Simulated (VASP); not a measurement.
Computed with r2SCAN meta-GGA, VASP's PBE PAW potentials (set 64) (plane waves; VASP).

Gaps are without spin-orbit coupling.

| Quantity | Result |
|---|---|
| volume per atom | 26.33 Å³/atom |
| band gap (over mesh and band path) | 0.53 eV |
| smallest direct gap (over mesh and band path) | 0.53 eV |

Task: Which relaxed crystal gives these values?
A) BN, F-43m (216)
B) Tl2MoO4, P-3m1 (164)
C) BaCdSbF, P4/nmm (129)
D) KNaSO4, P-3m1 (164)

Result: C, BaCdSbF, P4/nmm (129)
